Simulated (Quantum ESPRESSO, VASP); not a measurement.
Given: the input of a run of Quantum ESPRESSO 7.5 on MoH5. The cell comes from a database or a generator and needn't be the stable form of this composition.

File pw.in:

```
&CONTROL
  calculation = 'scf'
  prefix = 'pwscf'
  outdir = './tmp'
  pseudo_dir = './pseudo'
  tprnfor = .true.
  tstress = .true.
  disk_io = 'low'
/
&SYSTEM
  ibrav = 0
  nat = 6
  ntyp = 2
  ecutwfc = 60
  ecutrho = 480
  nbnd = 16
  occupations = 'smearing'
  smearing = 'fd'
  degauss = 0.00367493
/
&ELECTRONS
  conv_thr = 1.2d-09
  electron_maxstep = 120
  mixing_beta = 0.5
/
ATOMIC_SPECIES
H      1.0080 H.pbe-rrkjus_psl.1.0.0.UPF
Mo    95.9500 Mo_ONCV_PBE-1.0.oncvpsp.upf
CELL_PARAMETERS angstrom
   4.5983792800    0.0000000000    0.0000000000
  -2.2991896400    3.9823132700    0.0000000000
   0.0000000000    0.0000000000    4.1320772500
ATOMIC_POSITIONS crystal
H      0.0000000000    0.6383360000    0.0000000000
H      0.6383360000    0.0000000000    0.0000000000
H      0.3616640000    0.3616640000    0.0000000000
H      0.6666666700    0.3333333300    0.5000000000
H      0.3333333300    0.6666666700    0.5000000000
Mo     0.0000000000    0.0000000000    0.5000000000
K_POINTS automatic
7 7 7 0 0 0
```

The input pp_density.in:

```
&INPUTPP
  prefix = 'pwscf'
  outdir = './tmp'
  filplot = 'density.dat'
  plot_num = 0
/
&PLOT
  nfile = 1
  filepp(1) = 'density.dat'
  iflag = 3
  output_format = 6
  fileout = 'density.cube'
/
```

Contents of pp_potential.in:

```
&INPUTPP
  prefix = 'pwscf'
  outdir = './tmp'
  filplot = 'potential.dat'
  plot_num = 11
/
&PLOT
  nfile = 1
  filepp(1) = 'potential.dat'
  iflag = 3
  output_format = 6
  fileout = 'potential.cube'
/
```

Potentials or basis: SSSP 1.3 efficiency PBE.

Command:

```sh
$ OMP_NUM_THREADS=1 pw.x -in pw.in > pw.out
$ OMP_NUM_THREADS=1 pp.x -in pp_density.in > pp_density.out
$ OMP_NUM_THREADS=1 pp.x -in pp_potential.in > pp_potential.out
```

Q: What does the same run look like in VASP 6.6.1? Potentials or basis there: PBE PAW files H, Mo_sv, 520 eV.

A: As run (cutoffs and basis follow the program's own potentials, and thresholds, step limits or extra output files can differ):

File INCAR:

```
SYSTEM = MoH5
ALGO     = Normal         ! electronic algorithm
EDIFF    = 1E-7           ! SCF threshold, eV
ENCUT    = 520            ! plane-wave cutoff, eV
GGA      = PE             ! functional
ISIF     = 2              ! what is computed and relaxed
ISMEAR   = -1             ! smearing method
LASPH    = .TRUE.         ! aspherical terms in the spheres
LCHARG   = .FALSE.        ! write CHGCAR
LREAL    = .FALSE.        ! projectors in reciprocal space
LWAVE    = .FALSE.        ! write WAVECAR
NBANDS   = 18             ! bands
NELM     = 60             ! most SCF steps
PREC     = Accurate       ! precision mode
SIGMA    = 0.05           ! smearing width, eV
```

File KPOINTS:

```
k-points
0
G
  7 7 7
  0 0 0
```

POSCAR

```
MoH5
1.0
    4.5983792800      0.0000000000      0.0000000000
   -2.2991896400      3.9823132700      0.0000000000
    0.0000000000      0.0000000000      4.1320772500
H Mo
5 1
Direct
    0.0000000000      0.6383360000      0.0000000000
    0.6383360000      0.0000000000      0.0000000000
    0.3616640000      0.3616640000      0.0000000000
    0.6666666700      0.3333333300      0.5000000000
    0.3333333300      0.6666666700      0.5000000000
    0.0000000000      0.0000000000      0.5000000000
```

Potentials or basis: VASP PAW PBE potentials, release 64 (H, Mo_sv).

The run is started by

```sh
$ cat potpaw_PBE.64/H/POTCAR potpaw_PBE.64/Mo_sv/POTCAR > POTCAR
$ mpirun -np 1 vasp_std > vasp.out
```

Both were run:

|  | Quantum ESPRESSO | VASP |
| --- | --- | --- |
| Pressure | -26.9 GPa | -26.9 GPa |
| Largest force | 1.413 eV/Å | 1.411 eV/Å |

The cell lies far from this level's equilibrium.

Pressure is positive in compression.
